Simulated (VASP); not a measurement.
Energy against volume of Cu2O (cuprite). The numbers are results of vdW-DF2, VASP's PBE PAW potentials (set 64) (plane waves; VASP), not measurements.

```csv
V (Å³/atom),E (eV/atom)
13.509,-1.95846
13.940,-1.97181
14.371,-1.97610
14.803,-1.97276
15.234,-1.96299
```

**Question.** Fit a third-order Birch-Murnaghan equation of state.

**Answer.** 
* **volume per atom**: 14.39 Å^3/atom
* **bulk modulus**: 93.8 GPa
* **pressure derivative of the bulk modulus**: 4.72
* **lattice constant a**: 4.419 Å

Measured: a 4.276 Å at 15 K (computed value off by +3.3 %), as given by Leila H. N. Rimmer et al., Physical Review B (2014), arXiv:1402.1026. The calculation is for a static lattice, while the measured a holds thermal and zero-point effects, which are part of the difference.

The compound is Cu2O in the cuprite structure. It was relaxed first, which changed the volume by +11 %.
